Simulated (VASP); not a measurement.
```xyz
1
Lattice="2.5869 0.0000 0.0000 0.0000 2.5869 0.0000 0.0000 0.0000 2.5869" Properties=species:S:1:pos:R:3 pbc="T T T"
Pd     0.0000     0.0000     0.0000
```

Level of theory: r2SCAN meta-GGA, VASP's PBE PAW potentials (set 64) (plane waves; VASP). Settings: 400 eV cut-off, 16×16×16 Γ-centred mesh, tetrahedra with Blöchl corrections, potentials Pd.

Task: Tabulate the total density of states (states/eV per cell) against energy (eV; zero at the valence-band maximum or, without a gap, the Fermi level).

Result: 
```csv
E (eV),DOS (states/eV)
-8.06,0.00
-7.60,0.00
-7.06,0.00
-6.61,0.00
-6.16,0.00
-5.70,0.06
-5.16,0.13
-4.71,0.81
-4.25,2.34
-3.71,3.15
-3.26,1.75
-2.81,1.68
-2.26,1.32
-1.81,2.19
-1.36,1.96
-0.91,2.34
-0.36,1.95
0.09,0.83
0.54,0.60
1.08,0.60
1.54,0.24
1.99,0.23
2.44,0.23
2.98,0.22
3.44,0.21
```
Within 2 eV below the Fermi level the largest weight inside VASP's projection spheres is Pd d.

The structure was generated: Pd was put into the simple-cubic type (Pm-3m), which need not be its known phase. It was relaxed first, which changed the volume by +5 %.
